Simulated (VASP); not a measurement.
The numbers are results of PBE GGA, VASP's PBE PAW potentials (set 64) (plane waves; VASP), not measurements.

A VASP calculation is set up with these files.

### KPOINTS
```
Automatic mesh
0
gamma
15 15 15
```

**POSCAR**
```
MoSi2
1
   -1.5789990000     1.5789990000     3.8614150000
    1.5789990000    -1.5789990000     3.8614150000
    1.5789990000     1.5789990000    -3.8614150000
Si Mo
2 1
Direct
  0.6650000000   0.6650000000   0.0000000000
  0.3350000000   0.3350000000   0.0000000000
  0.0000000000   0.0000000000   0.0000000000
```

INCAR:
```
PREC = Accurate
SIGMA = 0.05
EDIFF = 1E-8   # SCF stop (eV)
ALGO = Normal
SYSTEM = MoSi2
LASPH = .TRUE.   # aspherical one-centre terms
LMAXMIX = 4   # l cut-off of mixed one-centre charges
GGA = PE   # PBE
LEPSILON = .FALSE.
ISMEAR = -1
LCHARG = .FALSE.
NSW = 1
ENCUT = 300
ISIF = 2   # forces and stress, cell fixed
LREAL = .FALSE.   # projection in real space or not
LWAVE = .FALSE.
NELM = 100   # most electronic steps
IBRION = 8   # DFPT with symmetry
```

POTCAR, in this order: Si Mo_sv (PBE.64 set). Program: vasp_std.

At this cut-off the stress carries a Pulay error, which pulls relaxed volumes low.

What does the run give for the energy per atom (σ→0), pressure, largest force, band gap (on the k-mesh)?

```json
{
  "energy per atom (σ→0)": "-744.5 kJ/mol of atoms",
  "band gap (on the k-mesh)": "none (metal, semimetal or under 0.01 eV)",
  "pressure": "13.09 GPa",
  "largest_force": "0.132 eV/Å"
}
```

OSZICAR:
```
...
RMM:  10    -0.622976675542E+00   -0.16317E-05   -0.87463E-08 18263   0.793E-04    0.344E-05
RMM:  11    -0.622976825703E+00   -0.15016E-06   -0.94178E-08 19659   0.395E-04    0.219E-05
RMM:  12    -0.622977077676E+00   -0.25197E-06    0.14451E-08 18105   0.234E-04    0.745E-06
RMM:  13    -0.622977094735E+00   -0.17058E-07   -0.19816E-08 18905   0.117E-04    0.452E-06
RMM:  14    -0.622977217496E+00   -0.12276E-06    0.35209E-09 17915   0.753E-05    0.136E-06
RMM:  15    -0.622977247546E+00   -0.30050E-07   -0.62108E-09 19851   0.397E-05    0.481E-07
RMM:  16    -0.622977239658E+00    0.78883E-08    0.13996E-09 14853   0.217E-05    0.713E-07
 Linear response finished
```

The structure is a typed MoSi2 crystal. The cell was not relaxed at this level. The run is one of a series of settings (EDIFF = 1E-8, IBRION = 8, LEPSILON = .FALSE., NSW = 1 against the base run), some of them coarse on purpose.
